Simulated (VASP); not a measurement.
These are MS2 meta-GGA, VASP's PBE PAW potentials (set 64) (plane waves; VASP 6.6.1) values and carry that method's errors.

VASP input:

**INCAR**
```
! general
SYSTEM  = WS2
PREC    = Accurate
ENCUT   = 520   ! plane-wave cut-off (eV)
LREAL   = .FALSE.   ! projection in real space or not
LASPH   = .TRUE.

! electronic loop
EDIFF   = 1E-6
NELM    = 100   ! most electronic steps
ALGO    = Normal
LMAXMIX = 6
LMIXTAU = .TRUE.

! smearing
ISMEAR  = 0   ! Gaussian
SIGMA   = 0.05   ! width (eV)

! functional
METAGGA = MS2

! ions
IBRION  = 2   ! conjugate gradients
NSW     = 60
ISIF    = 3   ! ions, shape and volume
EDIFFG  = -0.02   ! ionic stop

! output
LWAVE   = .FALSE.
LCHARG  = .FALSE.
```

### POSCAR
```
WS2
1
    1.5829859080    -2.7418119981     0.0000000000
    1.5829859080     2.7418119981     0.0000000000
    0.0000000000     0.0000000000    13.4030167631
W S
2 4
Direct
  0.3333330000   0.6666670000   0.2500000000
  0.6666670000   0.3333330000   0.7500000000
  0.3333330000   0.6666670000   0.8667021696
  0.6666670000   0.3333330000   0.3667021696
  0.6666670000   0.3333330000   0.1332978304
  0.3333330000   0.6666670000   0.6332978304
```

KPOINTS:
```
Automatic mesh
0
Gamma
7 7 2
0 0 0
```

POTCAR, in this order: W_sv S (PBE.64 set). Program: vasp_std.

Output

### OSZICAR
```
       N       E                     dE             d eps       ncg     rms          rms(c)
DAV:   1     0.457721643590E+03    0.45772E+03   -0.27190E+04  1120   0.155E+03
DAV:   2    -0.600091653974E+02   -0.51773E+03   -0.50618E+03  1168   0.424E+02
DAV:   3    -0.909140137783E+02   -0.30905E+02   -0.30707E+02  1208   0.969E+01
DAV:   4    -0.917842325275E+02   -0.87022E+00   -0.86680E+00  1259   0.163E+01
DAV:   5    -0.918047786347E+02   -0.20546E-01   -0.20539E-01  1247   0.253E+00    0.688E+01
DAV:   6    -0.583464561520E+02    0.33458E+02   -0.37335E+01   992   0.598E+01    0.124E+01
DAV:   7    -0.374149397041E+02    0.20932E+02   -0.19571E+01  1013   0.286E+01    0.884E+00
DAV:   8    -0.449137671661E+02   -0.74988E+01   -0.89531E+00   999   0.242E+01    0.639E+00
DAV:   9    -0.335848857674E+02    0.11329E+02   -0.88346E+00  1006   0.195E+01    0.316E+00
DAV:  10    -0.320543769818E+02    0.15305E+01   -0.15148E+00  1132   0.110E+01    0.177E+00
DAV:  11    -0.325201902765E+02   -0.46581E+00   -0.10671E+00  1034   0.960E+00    0.147E+00
DAV:  12    -0.328179217457E+02   -0.29773E+00   -0.15025E-01  1132   0.346E+00    0.126E+00
DAV:  13    -0.320933255143E+02    0.72460E+00   -0.10135E+00  1062   0.751E+00    0.912E-01
DAV:  14    -0.320865738249E+02    0.67517E-02   -0.26129E-02  1236   0.103E+00    0.841E-01
DAV:  15    -0.320875328302E+02   -0.95901E-03   -0.34942E-03  1361   0.292E-01    0.889E-01
DAV:  16    -0.320946023671E+02   -0.70695E-02   -0.28845E-02  1138   0.138E+00    0.476E-01
DAV:  17    -0.320789820108E+02    0.15620E-01   -0.29710E-02  1126   0.113E+00    0.500E-01
DAV:  18    -0.320936396842E+02   -0.14658E-01   -0.15571E-02  1062   0.108E+00    0.161E-01
DAV:  19    -0.320936836627E+02   -0.43979E-04   -0.63608E-04  1277   0.164E-01    0.180E-01
DAV:  20    -0.320934299219E+02    0.25374E-03   -0.74066E-05  1201   0.558E-02    0.150E-01
DAV:  21    -0.320937995510E+02   -0.36963E-03   -0.19298E-03  1055   0.303E-01    0.133E-01
DAV:  22    -0.320937999502E+02   -0.39921E-06   -0.15649E-04  1181   0.829E-02    0.621E-02
DAV:  23    -0.320938100341E+02   -0.10084E-04   -0.46120E-05  1174   0.505E-02    0.489E-02
DAV:  24    -0.320937998683E+02    0.10166E-04   -0.32647E-05  1070   0.391E-02    0.322E-02
DAV:  25    -0.320938116390E+02   -0.11771E-04   -0.12016E-05   955   0.279E-02    0.188E-02
DAV:  26    -0.320938117262E+02   -0.87171E-07   -0.26316E-06   984   0.139E-02
   1 F= -.32093812E+02 E0= -.32093812E+02  d E =-.320938E+02
```

**OUTCAR**
```
------------------------ aborting loop because EDIFF is reached ----------------------------------------
  FORCE on cell =-STRESS in cart. coord.  units (eV):
  Direction    XX          YY          ZZ          XY          YZ          ZX
  --------------------------------------------------------------------------------------
  Total        0.0092251      0.0092251      0.0344812      0.0000000      0.0000000      0.0000000
  in kB        0.1270388      0.1270388      0.4748382      0.0000000      0.0000000      0.0000000
  external PRESSURE =       0.2429719 kB  Pullay stress =       0.0000000 kB
  volume of cell :      116.34
      direct lattice vectors                 reciprocal lattice vectors
     1.582985908 -2.741811998  0.000000000     0.315858781 -0.182361154  0.000000000
     1.582985908  2.741811998  0.000000000     0.315858781  0.182361154  0.000000000
     0.000000000  0.000000000 13.403016763     0.000000000  0.000000000  0.074610069
 POSITION                                       TOTAL-FORCE (eV/Angst)
 -----------------------------------------------------------------------------------
      1.58299      0.91394      3.35075         0.000000     -0.000000      0.000000
      1.58299     -0.91394     10.05226        -0.000000     -0.000000      0.000000
      1.58299      0.91394     11.61642         0.000000      0.000000      0.004634
      1.58299     -0.91394      4.91492        -0.000000      0.000000      0.004634
      1.58299     -0.91394      1.78659        -0.000000     -0.000000     -0.004634
      1.58299      0.91394      8.48810         0.000000      0.000000     -0.004634
 -----------------------------------------------------------------------------------
    total drift:                                0.000153      0.001169     -0.000035
  FREE ENERGIE OF THE ION-ELECTRON SYSTEM (eV)
  ---------------------------------------------------
  free  energy   TOTEN  =       -32.0938117262 eV

  energy  without entropy=      -32.0938117262  energy(sigma->0) =      -32.09381173

 reached required accuracy - stopping structural energy minimisation
```
(Selected blocks of OUTCAR.)

The compound is WS2 in the 2H layered structure. It was relaxed first, which changed the volume by +10 %. The start is the result of an earlier pass.
